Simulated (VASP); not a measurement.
Calculation: r2SCAN meta-GGA, VASP's PBE PAW potentials (set 64) (plane waves; VASP).

The input files of a VASP run:

File POSCAR:
```
ZnO
1
    1.6315902741    -2.8259976904     0.0000000000
    1.6315902741     2.8259976904     0.0000000000
    0.0000000000     0.0000000000     5.2358425105
Zn O
2 2
Direct
  0.6666670000   0.3333330000   0.5002958916
  0.3333330000   0.6666670000   0.0002958916
  0.6666670000   0.3333330000   0.8817041084
  0.3333330000   0.6666670000   0.3817041084
```

INCAR:
```
! general
SYSTEM   =  ZnO
PREC     =  Accurate
ENCUT    =  600
LREAL    =  F
LASPH    =  T

! electronic loop
EDIFF    =  1E-7
NELM     =  100
ALGO     =  Normal
LMAXMIX  =  4
LMIXTAU  =  T

! smearing
ISMEAR   =  0
SIGMA    =  0.05

! functional
METAGGA  =  R2SCAN

! ions
ISIF     =  2

! output
LWAVE    =  F
LCHARG   =  F
```

KPOINTS:
```
kpoints
0
G
8 8 4
```

POTCAR, in this order: Zn O (PBE.64 set). Program: vasp_std.

What VASP printed:

### OUTCAR
```
 ion  position               nearest neighbor table
   1  0.667  0.333  0.500-   4 1.98   4 1.98   4 1.98   3 2.00
   2  0.333  0.667  0.000-   3 1.98   3 1.98   3 1.98   4 2.00
   3  0.667  0.333  0.882-   2 1.98   2 1.98   2 1.98   1 2.00
   4  0.333  0.667  0.382-   1 1.98   1 1.98   1 1.98   2 2.00
  LATTYP: Found a hexagonal cell.
 ALAT       =     3.2631809280
 C/A-ratio  =     1.6045210566
 Subroutine PRICEL returns:
 Original cell was already a primitive cell.
 Subroutine GETGRP returns: Found 12 space group operations
The static configuration has the point symmetry C_3v.
 The point group associated with its full space group is C_6v.
The dynamic configuration has the point symmetry C_3v.
 Subroutine INISYM returns: Found 12 space group operations
 Subroutine IBZKPT returns following result:
 Found     30 irreducible k-points:

 Following reciprocal coordinates:
            Coordinates               Weight
  0.000000  0.000000  0.000000      1.000000
  0.125000  0.000000  0.000000      6.000000
  0.250000  0.000000  0.000000      6.000000
  0.375000  0.000000  0.000000      6.000000
  0.500000  0.000000  0.000000      3.000000
  0.125000  0.125000  0.000000      6.000000
  0.250000  0.125000  0.000000     12.000000
  0.375000  0.125000  0.000000     12.000000
  0.250000  0.250000  0.000000      6.000000
  0.375000  0.250000  0.000000      6.000000
  0.000000  0.000000  0.250000      2.000000
  0.125000  0.000000  0.250000     12.000000
  0.250000  0.000000  0.250000     12.000000
  0.375000  0.000000  0.250000     12.000000
  0.500000  0.000000  0.250000      6.000000
  0.125000  0.125000  0.250000     12.000000
  0.250000  0.125000  0.250000     24.000000
  0.375000  0.125000  0.250000     24.000000
  0.250000  0.250000  0.250000     12.000000
  0.375000  0.250000  0.250000     12.000000
...
```

File OSZICAR:
```
       N       E                     dE             d eps       ncg     rms          rms(c)
DAV:   1     0.284586472575E+03    0.28459E+03   -0.21108E+04  1328   0.268E+03
DAV:   2    -0.134329453191E+02   -0.29802E+03   -0.28563E+03  1404   0.475E+02
DAV:   3    -0.459756777702E+02   -0.32543E+02   -0.32302E+02  1584   0.165E+02
DAV:   4    -0.466049686632E+02   -0.62929E+00   -0.62890E+00  1422   0.242E+01
DAV:   5    -0.466095333056E+02   -0.45646E-02   -0.45644E-02  1584   0.197E+00    0.144E+01
DAV:   6    -0.378882259468E+02    0.87213E+01   -0.77061E+00  2198   0.744E+01    0.997E+00
DAV:   7    -0.357324460782E+02    0.21558E+01   -0.31029E+00  1320   0.173E+01    0.508E+00
DAV:   8    -0.390361725228E+02   -0.33037E+01   -0.91532E-01  1606   0.224E+01    0.131E+00
DAV:   9    -0.357635419316E+02    0.32726E+01   -0.90071E-01  1608   0.189E+01    0.114E+00
DAV:  10    -0.362964008020E+02   -0.53286E+00   -0.32814E-01  1320   0.603E+00    0.246E-01
DAV:  11    -0.362973669775E+02   -0.96618E-03   -0.96864E-03  1656   0.103E+00    0.388E-01
DAV:  12    -0.363100742831E+02   -0.12707E-01   -0.20340E-03  1560   0.132E+00    0.198E-01
DAV:  13    -0.363053842267E+02    0.46901E-02   -0.25256E-02  1320   0.626E+00    0.106E+00
DAV:  14    -0.363158283707E+02   -0.10444E-01   -0.66645E-03  1568   0.174E+00    0.100E+00
DAV:  15    -0.363184987021E+02   -0.26703E-02   -0.20620E-03  1536   0.621E-01    0.927E-01
DAV:  16    -0.363195969994E+02   -0.10983E-02   -0.49948E-04  1408   0.339E-01    0.921E-01
DAV:  17    -0.363191340360E+02    0.46296E-03   -0.10419E-03  1512   0.107E+00    0.677E-01
DAV:  18    -0.363186289847E+02    0.50505E-03   -0.59928E-04  1798   0.864E-01    0.452E-01
DAV:  19    -0.363184839893E+02    0.14500E-03   -0.67241E-04  1994   0.709E-01    0.243E-01
DAV:  20    -0.363184829672E+02    0.10221E-05   -0.24190E-04  1678   0.157E-01    0.187E-01
DAV:  21    -0.363184894594E+02   -0.64922E-05   -0.94520E-06  1374   0.259E-02    0.166E-01
DAV:  22    -0.363185121727E+02   -0.22713E-04   -0.25108E-05  1638   0.915E-02    0.103E-01
DAV:  23    -0.363185200831E+02   -0.79104E-05   -0.93661E-06  1692   0.975E-02    0.487E-02
DAV:  24    -0.363185222603E+02   -0.21772E-05   -0.16277E-05  1808   0.105E-01    0.124E-02
DAV:  25    -0.363185250348E+02   -0.27745E-05   -0.54772E-06  1320   0.200E-02    0.655E-03
DAV:  26    -0.363185251191E+02   -0.84306E-07   -0.10945E-07   852   0.507E-03
   1 F= -.36318525E+02 E0= -.36318525E+02  d E =-.963492E-19
```

OUTCAR:
```
------------------------ aborting loop because EDIFF is reached ----------------------------------------
  FORCE on cell =-STRESS in cart. coord.  units (eV):
  Direction    XX          YY          ZZ          XY          YZ          ZX
  --------------------------------------------------------------------------------------
  Total       -0.7640052     -0.7640055     -0.7491908      0.0000000      0.0000000      0.0000000
  in kB      -25.3517199    -25.3517278    -24.8601395      0.0000000      0.0000000      0.0000000
  external PRESSURE =     -25.1878624 kB  Pullay stress =       0.0000000 kB
  volume of cell :       48.28
      direct lattice vectors                 reciprocal lattice vectors
     1.631590274 -2.825997690  0.000000000     0.306449485 -0.176928665  0.000000000
     1.631590274  2.825997690  0.000000000     0.306449485  0.176928665  0.000000000
     0.000000000  0.000000000  5.235842511     0.000000000  0.000000000  0.190991230
  FREE ENERGIE OF THE ION-ELECTRON SYSTEM (eV)
  ---------------------------------------------------
  free  energy   TOTEN  =       -36.3185251191 eV

  energy  without entropy=      -36.3185251191  energy(sigma->0) =      -36.31852512
```
(Selected blocks of OUTCAR.)

OUTCAR:
```
 val. band max:        0.7161175530   @ k =   0.0000   0.0000   0.0000

 cond. band min:       1.9215857342   @ k =   0.0000   0.0000   0.0000


 Fermi energy:         1.0134541158

 k-point     1 :       0.0000    0.0000    0.0000
  band No.  band energies     occupation
      1     -18.2476      2.00000
      2     -17.5792      2.00000
      3      -5.0372      2.00000
      4      -5.0371      2.00000
      5      -4.9603      2.00000
      6      -4.8419      2.00000
      7      -4.8410      2.00000
      8      -4.8409      2.00000
      9      -3.8068      2.00000
     10      -3.8068      2.00000
     11      -3.6070      2.00000
     12      -3.6069      2.00000
     13      -3.3433      2.00000
     14      -0.0693      2.00000
     15      -0.0693      2.00000
     16       0.6245      2.00000
     17       0.7161      2.00000
     18       0.7161      2.00000
     19       1.9216      0.00000
     20       6.4851      0.00000
     21       9.4982      0.00000
     22      14.2937      0.00000

 k-point     2 :       0.1250    0.0000    0.0000
  band No.  band energies     occupation
      1     -18.1693      2.00000
      2     -17.5451      2.00000
      3      -5.1178      2.00000
      4      -4.9865      2.00000
      5      -4.9154      2.00000
      6      -4.8506      2.00000
      7      -4.7701      2.00000
      8      -4.7118      2.00000
      9      -3.8404      2.00000
     10      -3.8105      2.00000
     11      -3.5995      2.00000
     12      -3.5330      2.00000
     13      -3.3620      2.00000
     14      -0.6083      2.00000
     15      -0.2760      2.00000
     16      -0.0334      2.00000
     17       0.5213      2.00000
     18       0.6031      2.00000
     19       2.8823      0.00000
     20       7.1120      0.00000
     21       9.4776      0.00000
     22      12.8177      0.00000

 k-point     3 :       0.2500    0.0000    0.0000
  band No.  band energies     occupation
      1     -17.9680      2.00000
...
```

The compound is ZnO in the wurtzite structure. This cell was strained or had an atom moved on purpose.
